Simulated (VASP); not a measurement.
Calculation: PBE GGA, VASP's PBE PAW potentials (set 64) (plane waves; VASP).

Input for VASP

**POSCAR**
```
YMo
1
    3.6063740000     0.0000000000     0.0000000000
    0.0000000000     3.6063740000     0.0000000000
    0.0000000000     0.0000000000     3.6063740000
Y Mo
1 1
Direct
  0.0023250000  -0.0033670000  -0.0007900000
  0.4976750000   0.5033670000   0.5007900000
```

File KPOINTS:
```
Regular mesh
0
gamma
3 3 3
```

### INCAR
```
# general
SYSTEM   =  YMo
PREC     =  Accurate
ENCUT    =  300
LREAL    =  .False.
LASPH    =  .True.

# electronic loop
EDIFF    =  1E-6
NELM     =  100
ALGO     =  Normal
LMAXMIX  =  4

# smearing
ISMEAR   =  0
SIGMA    =  0.2

# functional
GGA      =  PE

# ions
ISIF     =  2

# output
LWAVE    =  .False.
LCHARG   =  .False.
```

POTCAR, in this order: Y_sv Mo_sv (PBE.64 set). Program: vasp_std.

What VASP printed:

**OUTCAR**
```
 ion  position               nearest neighbor table
   1  0.002  0.997  0.999-   2 3.10   2 3.10   2 3.12   2 3.12   2 3.12   2 3.13   2 3.14   2 3.15
  LATTYP: Found a simple cubic cell.
 ALAT       =     3.6063740000
 Subroutine PRICEL returns:
 Original cell was already a primitive cell.
 Subroutine GETGRP returns: Found  1 space group operations
The static configuration has the point symmetry C_1 .
The dynamic configuration has the point symmetry C_1 .
 Subroutine INISYM returns: Found  1 space group operations
 Subroutine IBZKPT returns following result:
 Found     14 irreducible k-points:

 Following reciprocal coordinates:
            Coordinates               Weight
  0.000000  0.000000  0.000000      1.000000
  0.333333  0.000000  0.000000      2.000000
  0.000000  0.333333  0.000000      2.000000
  0.000000  0.000000  0.333333      2.000000
  0.333333  0.333333  0.000000      2.000000
  0.000000  0.333333  0.333333      2.000000
  0.333333  0.000000  0.333333      2.000000
 -0.333333  0.333333  0.000000      2.000000
 -0.333333  0.000000  0.333333      2.000000
  0.000000 -0.333333  0.333333      2.000000
  0.333333  0.333333  0.333333      2.000000
 -0.333333  0.333333  0.333333      2.000000
 -0.333333 -0.333333  0.333333      2.000000
  0.333333 -0.333333  0.333333      2.000000
   k-points           NKPTS =     14   k-points in BZ     NKDIM =     14   number of bands    NBANDS=     16
   number of dos      NEDOS =    301   number of ions     NIONS =      2
   total plane-waves  NPLWV =   8000
   dimension x,y,z NGX =    20 NGY =   20 NGZ =   20
   dimension x,y,z NGXF=    40 NGYF=   40 NGZF=   40
   ions per type =               1   1
   PREC   = accura    normal or accurate (medium, high low for compatibility)
   ISTART =      0    job   : 0-new  1-cont  2-samecut
   ICHARG =      2    charge: 1-file 2-atom 10-const
   ISPIN  =      1    spin polarized calculation?
   LNONCOLLINEAR =      F non collinear calculations
...
```

**OSZICAR**
```
       N       E                     dE             d eps       ncg     rms          rms(c)
DAV:   1     0.116069614586E+03    0.11607E+03   -0.11358E+04   480   0.101E+03
DAV:   2    -0.139697707416E+02   -0.13004E+03   -0.12847E+03   584   0.307E+02
DAV:   3    -0.164965319344E+02   -0.25268E+01   -0.24316E+01   664   0.367E+01
DAV:   4    -0.165438303632E+02   -0.47298E-01   -0.47277E-01   552   0.398E+00
DAV:   5    -0.165442649012E+02   -0.43454E-03   -0.43445E-03   648   0.314E-01    0.374E+01
DAV:   6    -0.160083468232E+02    0.53592E+00   -0.69067E+00   552   0.133E+01    0.132E+01
DAV:   7    -0.159364306700E+02    0.71916E-01   -0.47440E+00   624   0.894E+00    0.156E+01
DAV:   8    -0.157837637345E+02    0.15267E+00   -0.13055E+00   552   0.573E+00    0.166E+00
DAV:   9    -0.157820354988E+02    0.17282E-02   -0.47696E-02   512   0.157E+00    0.248E-01
DAV:  10    -0.157818951286E+02    0.14037E-03   -0.25443E-03   552   0.298E-01    0.165E-01
DAV:  11    -0.157818943357E+02    0.79287E-06   -0.48738E-04   480   0.117E-01    0.139E-01
DAV:  12    -0.157818867776E+02    0.75581E-05   -0.13938E-04   552   0.504E-02    0.259E-02
DAV:  13    -0.157818866289E+02    0.14877E-06   -0.35003E-06   416   0.130E-02
   1 F= -.15781887E+02 E0= -.15726665E+02  d E =-.110443E+00
```

### OUTCAR
```
------------------------ aborting loop because EDIFF is reached ----------------------------------------
  FORCE on cell =-STRESS in cart. coord.  units (eV):
  Direction    XX          YY          ZZ          XY          YZ          ZX
  --------------------------------------------------------------------------------------
  Total       -1.5588571     -1.5607554     -1.5572537     -0.0068543      0.0023289     -0.0016298
  in kB      -53.2481593    -53.3130022    -53.1933903     -0.2341329      0.0795512     -0.0556698
  external PRESSURE =     -53.2515173 kB  Pullay stress =       0.0000000 kB
  volume of cell :       46.90
      direct lattice vectors                 reciprocal lattice vectors
     3.606374000  0.000000000  0.000000000     0.277286826  0.000000000  0.000000000
     0.000000000  3.606374000  0.000000000     0.000000000  0.277286826  0.000000000
     0.000000000  0.000000000  3.606374000     0.000000000  0.000000000  0.277286826
 POSITION                                       TOTAL-FORCE (eV/Angst)
 -----------------------------------------------------------------------------------
      0.00838      3.59423      3.60352        -0.114031      0.165165      0.038746
      1.79480      1.81533      1.80604         0.114031     -0.165165     -0.038746
 -----------------------------------------------------------------------------------
    total drift:                               -0.000421      0.000562      0.000148
  FREE ENERGIE OF THE ION-ELECTRON SYSTEM (eV)
  ---------------------------------------------------
  free  energy   TOTEN  =       -15.7818866289 eV

  energy  without entropy=      -15.6714437544  energy(sigma->0) =      -15.72666519
```
(Selected blocks of OUTCAR.)

At this cut-off the stress carries a Pulay error, which pulls relaxed volumes low.

The structure was generated: YMo was put into an ordered model structure, which need not be its known phase. The cell was not relaxed at this level, atoms are displaced from their ideal sites. The k-mesh is coarse (spacing up to 0.58 per Å, 2π included), so the numbers may not be converged in it. The run is one of a series of settings (KPOINTS 3×3×3 Γ-centred mesh against the base run), some of them coarse on purpose. The electron count is odd and the run is not spin-polarised, which forces a metal.
